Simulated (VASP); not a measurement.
Computed with PBEsol GGA, VASP's PBE PAW potentials (set 64) (plane waves; VASP 6.6.1).

VASP input:

KPOINTS:
```
kpoints
0
gamma
  8 8 8
0 0 0
```

INCAR:
```
SYSTEM = NiO
PREC = Accurate
ENCUT = 600
EDIFF = 1E-7
NELM = 100
ALGO = Normal
LREAL = .FALSE.
LASPH = .TRUE.
ISMEAR = 0
SIGMA = 0.05
GGA = PS
LMAXMIX = 4
ISPIN = 2
MAGMOM = 1.3 -1.3 0.0 0.0
LORBIT = 10
LWAVE = .FALSE.
LCHARG = .FALSE.
ISIF = 2
```

**POSCAR**
```
NiO
1
    4.1176733786     2.0566918643     2.0566918643
    2.0566918643     4.1176733786     2.0566918643
    2.0566918643     2.0566918643     4.1176733786
Ni O
2 2
Direct
  0.0000000000   0.0000000000   0.0000000000
  0.5000000000   0.5000000000   0.5000000000
  0.2500000000   0.2500000000   0.2500000000
  0.7500000000   0.7500000000   0.7500000000
```

POTCAR, in this order: Ni O (PBE.64 set). Program: vasp_std.

The resulting files:

OSZICAR:
```
       N       E                     dE             d eps       ncg     rms          rms(c)
DAV:   1     0.272625380255E+03    0.27263E+03   -0.17325E+04  5288   0.237E+03
DAV:   2     0.327000041533E+01   -0.26936E+03   -0.25229E+03  5412   0.435E+02
DAV:   3    -0.282375759195E+02   -0.31508E+02   -0.29959E+02  5988   0.167E+02
DAV:   4    -0.292883416778E+02   -0.10508E+01   -0.10445E+01  5860   0.320E+01
DAV:   5    -0.293183916815E+02   -0.30050E-01   -0.30036E-01  6300   0.512E+00    0.210E+01
DAV:   6    -0.267531897331E+02    0.25652E+01   -0.41523E+01  7832   0.110E+02    0.212E+01
DAV:   7    -0.252220563720E+02    0.15311E+01   -0.70577E+00  6780   0.791E+01    0.975E+00
DAV:   8    -0.253813488539E+02   -0.15929E+00   -0.20346E+00  5920   0.126E+01    0.617E+00
DAV:   9    -0.252909560735E+02    0.90393E-01   -0.15366E-01  8388   0.112E+01    0.153E+00
DAV:  10    -0.253065763211E+02   -0.15620E-01   -0.65826E-02  7320   0.351E+00    0.807E-01
DAV:  11    -0.253077329257E+02   -0.11566E-02   -0.98551E-03  7752   0.305E+00    0.169E-01
DAV:  12    -0.253080451013E+02   -0.31218E-03   -0.28821E-03  6732   0.532E-01    0.113E-01
DAV:  13    -0.253079835588E+02    0.61543E-04   -0.39120E-04  8656   0.269E-01    0.311E-02
DAV:  14    -0.253079918166E+02   -0.82578E-05   -0.54379E-05  6288   0.101E-01    0.292E-02
DAV:  15    -0.253079863715E+02    0.54451E-05   -0.18627E-05  8464   0.690E-02    0.731E-03
DAV:  16    -0.253079867351E+02   -0.36365E-06   -0.28569E-06  6800   0.270E-02    0.314E-03
DAV:  17    -0.253079866622E+02    0.72931E-07   -0.21236E-07  3752   0.104E-02
   1 F= -.25307987E+02 E0= -.25307987E+02  d E =-.119849E-10  mag=    -0.0000
```

OUTCAR:
```
------------------------ aborting loop because EDIFF is reached ----------------------------------------
  FORCE on cell =-STRESS in cart. coord.  units (eV):
  Direction    XX          YY          ZZ          XY          YZ          ZX
  --------------------------------------------------------------------------------------
  Total       -0.0282510     -0.0282510     -0.0282510     -0.0636832     -0.0636832     -0.0636832
  in kB       -1.2946129     -1.2946129     -1.2946129     -2.9183097     -2.9183097     -2.9183097
  external PRESSURE =      -1.2946129 kB  Pullay stress =       0.0000000 kB
  volume of cell :       34.96
      direct lattice vectors                 reciprocal lattice vectors
     4.117673379  2.056691864  2.056691864     0.363967500 -0.121238211 -0.121238211
     2.056691864  4.117673379  2.056691864    -0.121238211  0.363967500 -0.121238211
     2.056691864  2.056691864  4.117673379    -0.121238211 -0.121238211  0.363967500
 POSITION                                       TOTAL-FORCE (eV/Angst)
 -----------------------------------------------------------------------------------
      0.00000      0.00000      0.00000        -0.000000     -0.000000     -0.000000
      4.11553      4.11553      4.11553        -0.000000     -0.000000     -0.000000
      2.05776      2.05776      2.05776         0.000000      0.000000      0.000000
      6.17329      6.17329      6.17329        -0.000000     -0.000000      0.000000
 -----------------------------------------------------------------------------------
    total drift:                                0.000000     -0.000000     -0.000000
  FREE ENERGIE OF THE ION-ELECTRON SYSTEM (eV)
  ---------------------------------------------------
  free  energy   TOTEN  =       -25.3079866622 eV

  energy  without entropy=      -25.3079866622  energy(sigma->0) =      -25.30798666

 total charge

# of ion       s       p       d       tot
------------------------------------------
    1        0.347   0.440   8.309   9.097
    2        0.347   0.440   8.309   9.097
    3        1.554   3.405   0.000   4.959
    4        1.554   3.405   0.000   4.959
--------------------------------------------------
tot          3.803   7.690  16.618  28.111

 magnetization (x)

# of ion       s       p       d       tot
------------------------------------------
    1       -0.011  -0.015   1.290   1.264
    2        0.011   0.015  -1.290  -1.264
    3        0.000   0.000   0.000   0.000
    4        0.000   0.000   0.000   0.000
--------------------------------------------------
tot          0.000   0.000   0.000   0.000
```
(Selected blocks of OUTCAR.)

The compound is NiO in the rock salt, AFM-II order structure. It was relaxed first.
